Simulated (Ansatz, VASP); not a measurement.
## WS2 (Tungstenite) in two plane-wave programs

Wanted: the spread between two codes on one cell, functional and k mesh. The cell is taken from a series of runs on this material, whose earlier steps may have relaxed, scaled, displaced or heated it; both programs get it as it stands.

Method: plane waves, with VASP 6.6.1 beside it; dielectric response at PBE, in Ansatz 0.2.0.

**1. The starting structure**

Symmetry: P6_3/mmc, No. 194, hexagonal system. The conventional cell has a = 3.180 Å, b = 3.180 Å, c = 12.500 Å, α = 90.00°, β = 90.00°, γ = 120.00°. Nearest to W lie 6 S at 2.41 Å. S has 3 W at 2.41 Å nearest. Farther neighbours and most contacts between anions are not listed.

**2. VASP: dielectric response, PBE**

The response to a field tests empty states and converges slowly with the mesh.

Lines of VASP's logs that name or quote its potential files are left out, and so is its time.

INCAR

```
SYSTEM = WS2
PREC = Accurate
ENCUT = 520
EDIFF = 1E-08
NELM = 120
ISMEAR = 0
SIGMA = 0.01
LREAL = .FALSE.
ALGO = Normal
GGA = PE
NBANDS = 24
LASPH = .TRUE.
LORBIT = 11
LWAVE = .FALSE.
LCHARG = .FALSE.
ISIF = 2
LEPSILON = .TRUE.
GGA_COMPAT = .FALSE.
KPAR = 2
```

POSCAR

```
WS2
1.0
    3.1800000000      0.0000000000      0.0000000000
   -1.5900000000      2.7539607840      0.0000000000
    0.0000000000      0.0000000000     12.5000000000
W S
2 4
Direct
    0.3333333334      0.6666666668      0.2500000000
    0.6666666668      0.3333333334      0.7500000000
    0.3333333334      0.6666666668      0.6250000000
    0.6666666668      0.3333333334      0.1250000000
    0.3333333334      0.6666666668      0.8750000000
    0.6666666668      0.3333333334      0.3750000000
```

KPOINTS

```
Automatic mesh
0
Gamma
6 6 2
0 0 0
```

Potentials, in the order of the species: W and S (PBE family, release 64).

Command:

```bash
> mpirun -np 2 vasp_std
```

Numbers of over 12 decimals in the logs are rounded to 6 here.

Log:

```text
[banner, memory and clock lines left out]
running    2 mpi-ranks, on    1 nodes
 distrk:  each k-point on    1 cores,    2 groups
 distr:  one band on    1 cores,    1 groups

 POSCAR found type information on POSCAR W S
 POSCAR found :  2 types and       6 ions
 LDA part: xc-table for (Slater+PW92), standard interpolation
 POSCAR, INCAR and KPOINTS ok, starting setup
 FFT: planning ... GRIDC
 FFT: planning ... GRID_SOFT
 FFT: planning ... GRID
 WAVECAR not read
 entering main loop
       N       E                     dE             d eps       ncg     rms          rms(c)
DAV:   1     0.189819015136E+03    0.18982E+03   -0.16146E+04   672   0.132E+03
DAV:   2    -0.340375966692E+02   -0.22386E+03   -0.21498E+03   896   0.282E+02
DAV:   3    -0.499365821293E+02   -0.15899E+02   -0.15773E+02   928   0.739E+01
DAV:   4    -0.502592245459E+02   -0.32264E+00   -0.32184E+00   904   0.114E+01
DAV:   5    -0.502690817029E+02   -0.98572E-02   -0.98541E-02   952   0.179E+00    0.392E+01
DAV:   6    -0.477928437013E+02    0.24762E+01   -0.11708E+01   968   0.168E+01    0.178E+01
DAV:   7    -0.475027208002E+02    0.29012E+00   -0.32944E+00   912   0.105E+01    0.891E+00
DAV:   8    -0.473831534906E+02    0.11957E+00   -0.42230E-01   952   0.407E+00    0.138E+00
DAV:   9    -0.473784966185E+02    0.46569E-02   -0.61191E-02   912   0.136E+00    0.520E-01
DAV:  10    -0.473771884185E+02    0.13082E-02   -0.13775E-02   960   0.679E-01    0.359E-01
DAV:  11    -0.473772211120E+02   -0.32693E-04   -0.17019E-03   952   0.251E-01    0.111E-01
DAV:  12    -0.473772343397E+02   -0.13228E-04   -0.43085E-04   944   0.128E-01    0.508E-02
DAV:  13    -0.473772425362E+02   -0.81965E-05   -0.36058E-05   960   0.337E-02    0.195E-02
DAV:  14    -0.473772423041E+02    0.23209E-06   -0.13741E-06   896   0.686E-03    0.254E-03
DAV:  15    -0.473772426439E+02   -0.33976E-06   -0.40396E-07   888   0.399E-03    0.423E-03
DAV:  16    -0.473772427404E+02   -0.96498E-07   -0.63193E-08   872   0.136E-03    0.121E-03
DAV:  17    -0.473772426812E+02    0.59212E-07   -0.46159E-08   840   0.123E-03    0.271E-04
DAV:  18    -0.473772426729E+02    0.82873E-08   -0.34009E-09   544   0.430E-04
   1 F= -.47377243E+02 E0= -.47377243E+02  d E =-.682065E-41
 Linear response reoptimize wavefunctions to high precision
DAV:   1    -0.473772426731E+02   -0.22737E-09   -0.10198E-09   632   0.193E-04
DAV:   2    -0.473772426733E+02   -0.17826E-09   -0.18200E-10   520   0.922E-05
DAV:   3    -0.473772426733E+02    0.90949E-12   -0.34288E-11   456   0.341E-05
 Linear response G [H, r] |phi>, progress :
  Direction:   1
       N       E                     dE             d eps       ncg     rms
RMM:   1    -0.188782958374E+03   -0.18878E+03   -0.16321E+02  1743   0.963E+01
RMM:   2    -0.152381636903E+03    0.36401E+02   -0.21061E+01  1095   0.275E+01
RMM:   3    -0.152808822669E+03   -0.42719E+00   -0.12636E+00  1166   0.438E+00
RMM:   4    -0.152846952184E+03   -0.38130E-01   -0.63388E-02  1194   0.946E-01
RMM:   5    -0.152849534870E+03   -0.25827E-02   -0.58380E-03  1219   0.226E-01
RMM:   6    -0.152849716949E+03   -0.18208E-03   -0.48627E-04  1239   0.567E-02
RMM:   7    -0.152849729294E+03   -0.12345E-04   -0.16506E-04  1278   0.196E-02
RMM:   8    -0.152849730915E+03   -0.16215E-05   -0.75791E-05  1316   0.102E-02
RMM:   9    -0.152849732147E+03   -0.12323E-05    0.16723E-04  1353   0.802E-03
RMM:  10    -0.152849732657E+03   -0.50989E-06   -0.20817E-04  1257   0.743E-03
RMM:  11    -0.152849732851E+03   -0.19403E-06   -0.18210E-04  1076   0.724E-03
RMM:  12    -0.152849732832E+03    0.19492E-07   -0.36219E-04   943   0.718E-03
RMM:  13    -0.152849732852E+03   -0.20535E-07   -0.32148E-04   918   0.717E-03
 Linear response G [H, r] |phi>, progress :
  Direction:   2
       N       E                     dE             d eps       ncg     rms
RMM:   1    -0.199064724641E+03   -0.19906E+03   -0.34222E+02  1723   0.943E+01
RMM:   2    -0.160827532592E+03    0.38237E+02   -0.20130E+01  1108   0.262E+01
RMM:   3    -0.161339500767E+03   -0.51197E+00   -0.15417E+00  1164   0.423E+00
RMM:   4    -0.161376395815E+03   -0.36895E-01   -0.62955E-02  1187   0.918E-01
RMM:   5    -0.161378456698E+03   -0.20609E-02   -0.54854E-03  1212   0.220E-01
RMM:   6    -0.161378631454E+03   -0.17476E-03   -0.69792E-04  1235   0.583E-02
RMM:   7    -0.161378644637E+03   -0.13183E-04   -0.32665E-04  1284   0.208E-02
RMM:   8    -0.161378646117E+03   -0.14800E-05   -0.40671E-04  1328   0.116E-02
RMM:   9    -0.161378647239E+03   -0.11218E-05   -0.23967E-04  1329   0.927E-03
RMM:  10    -0.161378645742E+03    0.14967E-05   -0.41476E-04  1268   0.879E-03
RMM:  11    -0.161378647091E+03   -0.13489E-05   -0.47513E-04  1055   0.855E-03
RMM:  12    -0.161378646703E+03    0.38849E-06   -0.15726E-04   964   0.849E-03
 Linear response G [H, r] |phi>, progress :
  Direction:   3
       N       E                     dE             d eps       ncg     rms
RMM:   1    -0.197434691002E+03   -0.19743E+03   -0.18232E+02  1660   0.966E+01
RMM:   2    -0.157676902509E+03    0.39758E+02   -0.25161E+01  1068   0.263E+01
RMM:   3    -0.158442826013E+03   -0.76592E+00   -0.19116E+00  1121   0.453E+00
RMM:   4    -0.158492481511E+03   -0.49655E-01   -0.83776E-02  1165   0.908E-01
RMM:   5    -0.158494940156E+03   -0.24586E-02   -0.64767E-03  1183   0.217E-01
[...]
RMM:  11    -0.420630196998E+01   -0.25464E-08   -0.53438E-06   793   0.994E-04
RMM:  12    -0.420630197906E+01   -0.90806E-08   -0.66880E-06   760   0.995E-04
 change of polarisation eV/A/(eV/A) component  2 :    -1.040     8.413    -0.000
 dielectric tensor                  component  2 :    -1.720    14.906    -0.000
 Linear response to external field (no local field effect), progress :
  Direction:   3
       N       E                     dE             d eps       ncg     rms          rms(c)
RMM:   1    -0.224101646844E+01   -0.22410E+01   -0.10184E+01  1307   0.771E+00
RMM:   2    -0.235981437884E+01   -0.11880E+00   -0.70928E-02  1074   0.137E+00
RMM:   3    -0.236203372894E+01   -0.22194E-02   -0.37363E-03  1171   0.211E-01
RMM:   4    -0.236215198295E+01   -0.11825E-03   -0.17827E-04  1196   0.411E-02
RMM:   5    -0.236216012386E+01   -0.81409E-05   -0.34096E-05  1228   0.105E-02
RMM:   6    -0.236216054925E+01   -0.42539E-06   -0.14500E-05  1171   0.321E-03
RMM:   7    -0.236216057720E+01   -0.27955E-07   -0.13526E-05  1064   0.176E-03
RMM:   8    -0.236216066786E+01   -0.90658E-07   -0.14434E-05   872   0.140E-03
RMM:   9    -0.236216068544E+01   -0.17577E-07   -0.12298E-05   800   0.133E-03
RMM:  10    -0.236216069301E+01   -0.75754E-08   -0.14021E-05   738   0.133E-03
RMM:  11    -0.236216069570E+01   -0.26891E-08   -0.14814E-05   720   0.132E-03
 change of polarisation eV/A/(eV/A) component  3 :     0.000    -0.000     4.724
 dielectric tensor                  component  3 :     0.000    -0.000     8.809
 Linear response to external field, progress :
  Direction:   1
       N       E                     dE             d eps       ncg     rms          rms(c)
RMM:   1    -0.416220070926E+01   -0.41622E+01   -0.26105E+01  2426   0.849E+00
RMM:   2    -0.430865294109E+01   -0.14645E+00   -0.15452E-01  2036   0.159E+00    0.392E+00
RMM:   3    -0.417596806888E+01    0.13268E+00   -0.15500E-01  2161   0.179E+00    0.219E+00
RMM:   4    -0.433655694744E+01   -0.16059E+00   -0.13409E-01  2168   0.170E+00    0.461E-01
RMM:   5    -0.438578847168E+01   -0.49232E-01   -0.75006E-03  2178   0.458E-01    0.617E-02
RMM:   6    -0.437906650439E+01    0.67220E-02   -0.25931E-04  2240   0.890E-02    0.289E-02
RMM:   7    -0.438092967302E+01   -0.18632E-02   -0.56968E-05  2244   0.293E-02    0.800E-03
RMM:   8    -0.438213961975E+01   -0.12099E-02    0.21684E-05  2266   0.852E-03    0.337E-03
RMM:   9    -0.438227700561E+01   -0.13739E-03    0.83616E-06  2294   0.413E-03    0.978E-04
RMM:  10    -0.438228702609E+01   -0.10020E-04    0.81174E-06  2258   0.215E-03    0.248E-04
RMM:  11    -0.438229658269E+01   -0.95566E-05    0.13302E-05  2414   0.125E-03    0.754E-05
RMM:  12    -0.438229713386E+01   -0.55117E-06    0.54774E-06  2259   0.912E-04    0.165E-05
RMM:  13    -0.438229682165E+01    0.31222E-06    0.57644E-06  1659   0.817E-04    0.861E-06
 change of polarisation eV/A/(eV/A) component  1 :     8.206    -0.447    -0.000
 dielectric tensor                  component  1 :    14.564    -0.739    -0.000
 Linear response to external field, progress :
  Direction:   2
       N       E                     dE             d eps       ncg     rms          rms(c)
RMM:   1    -0.416344941342E+01   -0.41634E+01   -0.26118E+01  2413   0.849E+00
RMM:   2    -0.430893343875E+01   -0.14548E+00   -0.15152E-01  2039   0.159E+00    0.392E+00
RMM:   3    -0.417599832727E+01    0.13294E+00   -0.15407E-01  2158   0.179E+00    0.219E+00
RMM:   4    -0.433657750139E+01   -0.16058E+00   -0.13483E-01  2149   0.170E+00    0.462E-01
RMM:   5    -0.438568655548E+01   -0.49109E-01   -0.73274E-03  2189   0.459E-01    0.658E-02
RMM:   6    -0.438016283723E+01    0.55237E-02   -0.37318E-04  2240   0.916E-02    0.304E-02
RMM:   7    -0.438010007005E+01    0.62767E-04   -0.52556E-05  2253   0.298E-02    0.141E-02
RMM:   8    -0.438211421579E+01   -0.20141E-02    0.10887E-05  2246   0.120E-02    0.381E-03
RMM:   9    -0.438225478622E+01   -0.14057E-03   -0.13178E-05  2264   0.450E-03    0.869E-04
RMM:  10    -0.438228728298E+01   -0.32497E-04   -0.15614E-05  2330   0.216E-03    0.291E-04
RMM:  11    -0.438229404378E+01   -0.67608E-05   -0.10990E-05  2406   0.125E-03    0.102E-04
RMM:  12    -0.438229087854E+01    0.31652E-05   -0.84129E-06  2361   0.956E-04    0.264E-05
RMM:  13    -0.438229191193E+01   -0.10334E-05   -0.71799E-06  1849   0.844E-04    0.138E-05
RMM:  14    -0.438229200569E+01   -0.93758E-07   -0.95050E-06  1491   0.826E-04    0.293E-06
 change of polarisation eV/A/(eV/A) component  2 :    -0.433     8.206    -0.000
 dielectric tensor                  component  2 :    -0.715    14.564    -0.000
 Linear response to external field, progress :
  Direction:   3
       N       E                     dE             d eps       ncg     rms          rms(c)
RMM:   1    -0.224101646844E+01   -0.22410E+01   -0.10184E+01  1307   0.771E+00
RMM:   2    -0.235981436990E+01   -0.11880E+00   -0.70928E-02  1071   0.137E+00    0.460E+00
RMM:   3    -0.137122925203E+01    0.98859E+00   -0.24108E+00  1091   0.531E+00    0.174E+00
RMM:   4    -0.145595392167E+01   -0.84725E-01   -0.22213E-01  1171   0.173E+00    0.900E-01
RMM:   5    -0.149542793343E+01   -0.39474E-01   -0.39239E-02  1103   0.872E-01    0.404E-01
RMM:   6    -0.150397681587E+01   -0.85489E-02   -0.33467E-03  1178   0.229E-01    0.335E-01
RMM:   7    -0.151202607798E+01   -0.80493E-02   -0.55731E-04  1197   0.101E-01    0.161E-01
RMM:   8    -0.151496679553E+01   -0.29407E-02   -0.11322E-03  1213   0.119E-01    0.465E-02
RMM:   9    -0.151563141295E+01   -0.66462E-03   -0.76936E-05  1174   0.401E-02    0.193E-02
RMM:  10    -0.151577854168E+01   -0.14713E-03    0.17443E-05  1217   0.146E-02    0.679E-03
RMM:  11    -0.151570670501E+01    0.71837E-04    0.19147E-05  1226   0.503E-03    0.360E-03
RMM:  12    -0.151568090600E+01    0.25799E-04    0.92852E-06  1269   0.269E-03    0.602E-04
RMM:  13    -0.151568903042E+01   -0.81244E-05   -0.46142E-05  1265   0.135E-03    0.220E-04
RMM:  14    -0.151568816837E+01    0.86205E-06   -0.44758E-06  1284   0.110E-03    0.793E-05
RMM:  15    -0.151568920858E+01   -0.10402E-05   -0.15920E-06  1224   0.883E-04    0.560E-05
RMM:  16    -0.151568961248E+01   -0.40391E-06   -0.53841E-06   802   0.831E-04    0.150E-05
RMM:  17    -0.151568955321E+01    0.59277E-07   -0.36429E-06   720   0.829E-04    0.370E-06
 change of polarisation eV/A/(eV/A) component  3 :     0.000    -0.000     2.829
 dielectric tensor                  component  3 :     0.000    -0.000     5.677
 Born effective charges drift removed
```

OUTCAR, selected parts (step 2):

```text
ion  position               nearest neighbor table
   1  0.333  0.667  0.250-   4 2.41   6 2.41   4 2.41   6 2.41   4 2.41   6 2.41
   2  0.667  0.333  0.750-   3 2.41   5 2.41   3 2.41   5 2.41   3 2.41   5 2.41
   3  0.333  0.667  0.625-   2 2.41   2 2.41   2 2.41
   4  0.667  0.333  0.125-   1 2.41   1 2.41   1 2.41
   5  0.333  0.667  0.875-   2 2.41   2 2.41   2 2.41
   6  0.667  0.333  0.375-   1 2.41   1 2.41   1 2.41

  LATTYP: Found a hexagonal cell.
 ALAT       =     3.1800000000
 C/A-ratio  =     3.9308176101

 Subroutine GETGRP returns: Found 24 space group operations
 (whereof 12 operations were pure point group operations)

The static configuration has the point symmetry D_3d.
 The point group associated with its full space group is D_6h.

 Found     14 irreducible k-points:

   k-points           NKPTS =     14   k-points in BZ     NKDIM =     14   number of bands    NBANDS=     24

   dimension x,y,z NGX =    24 NGY =   24 NGZ =   96
   dimension x,y,z NGXF=    48 NGYF=   48 NGZF=  192

   ENCUT  =  520.0 eV  38.22 Ry    6.18 a.u.   5.91  5.91 23.24*2*pi/ulx,y,z

   NELECT =      36.0000    total number of electrons

 k-points in reciprocal lattice and weights: Automatic mesh
   0.00000000  0.00000000  0.00000000       0.014
   0.16666667  0.00000000  0.00000000       0.083
   0.33333333  0.00000000  0.00000000       0.083
   0.50000000  0.00000000  0.00000000       0.042
   0.16666667  0.16666667  0.00000000       0.083
   0.33333333  0.16666667  0.00000000       0.167
   0.33333333  0.33333333  0.00000000       0.028
   0.00000000  0.00000000  0.50000000       0.014
   0.16666667  0.00000000  0.50000000       0.083
[...]
0.33333333  0.16666667  0.50000000       0.167
   0.33333333  0.33333333  0.50000000       0.028

 average (electrostatic) potential at core
       1 -40.2816       2 -40.2816       3 -86.0343       4 -86.0343       5 -86.0343
       6 -86.0343

  Total        0.6440547      0.6440547      1.9860036     -0.0000000      0.0000000      0.0000000
  in kB        9.4262389      9.4262389     29.0667002     -0.0000000      0.0000000      0.0000000
  external PRESSURE =      15.9730594 kB  Pullay stress =       0.0000000 kB

  energy-cutoff  :      520.00
  volume of cell :      109.47
      direct lattice vectors                 reciprocal lattice vectors
     3.180000000  0.000000000  0.000000000     0.314465409  0.181556688  0.000000000
    -1.590000000  2.753960784  0.000000000     0.000000000  0.363113377  0.000000000
     0.000000000  0.000000000 12.500000000     0.000000000  0.000000000  0.080000000

 POSITION                                       TOTAL-FORCE (eV/Angst)
 -----------------------------------------------------------------------------------
      0.00000      1.83597      3.12500         0.000000     -0.000000      0.000000
      1.59000      0.91799      9.37500         0.000000      0.000000      0.000000
      0.00000      1.83597      7.81250        -0.000000     -0.000000     -0.075167
      1.59000      0.91799      1.56250         0.000000      0.000000     -0.075167
      0.00000      1.83597     10.93750        -0.000000     -0.000000      0.075167
      1.59000      0.91799      4.68750         0.000000      0.000000      0.075167
 -----------------------------------------------------------------------------------
    total drift:                               -0.000000     -0.000000      0.000000

 MACROSCOPIC STATIC DIELECTRIC TENSOR (including local field effects in DFT)
 ------------------------------------------------------
          14.563795     0.000000     0.000000
           0.000000    14.563795     0.000000
           0.000000    -0.000000     5.677125
 ------------------------------------------------------

 PIEZOELECTRIC TENSOR (including local field effects)  for field in x, y, z        (C/m^2)
          XX          YY          ZZ          XY          YZ          ZX
  --------------------------------------------------------------------------------
  x     0.00000     0.00000     0.00000     0.00000     0.00000     0.00000
  y     0.00000     0.00000     0.00000     0.00000     0.00000     0.00000
  z     0.00000     0.00000     0.00000     0.00000     0.00000     0.00000

 BORN EFFECTIVE CHARGES (including local field effects) (in |e|, cummulative output)
 ---------------------------------------------------------------------------------
 ion    1
    1    -0.62374     0.00000     0.00000
    2     0.00000    -0.62374     0.00000
    3    -0.00000     0.00000    -0.38726
 ion    2
    1    -0.62374     0.00000     0.00000
    2     0.00000    -0.62374     0.00000
    3     0.00000     0.00000    -0.38726
 ion    3
    1     0.31187     0.00000     0.00000
    2     0.00000     0.31187    -0.00000
    3    -0.00000    -0.00000     0.19363
 ion    4
    1     0.31187     0.00000     0.00000
    2     0.00000     0.31187     0.00000
    3     0.00000     0.00000     0.19363
 ion    5
    1     0.31187     0.00000     0.00000
    2     0.00000     0.31187     0.00000
    3    -0.00000     0.00000     0.19363
 ion    6
    1     0.31187     0.00000     0.00000
    2     0.00000     0.31187    -0.00000
    3     0.00000    -0.00000     0.19363
```

This run has no spin polarisation, so a moment on W, if there is one, isn't seen. Energies printed during the response cycles are not total energies of the cell. The dielectric response converges more slowly with the mesh than energies do, so tensor and charges may still move on a finer one. The data set W keeps the semicore shell frozen, which is cheaper and a little less accurate.

(Continued in part 2 of 2.)

[Lines on the potential files, build, host, timing and source positions are cut from VASP's logs without a mark.]

[Logs are printed without paths, hosts, clocks, repeated set-up lines and the standing remarks that a program may print on its own settings, such as how far it seeks lower states.]

[Hosts, paths, dates, database ids (printed as entryN), source tags and the programs' standing remarks are cut or masked in the printed files.]
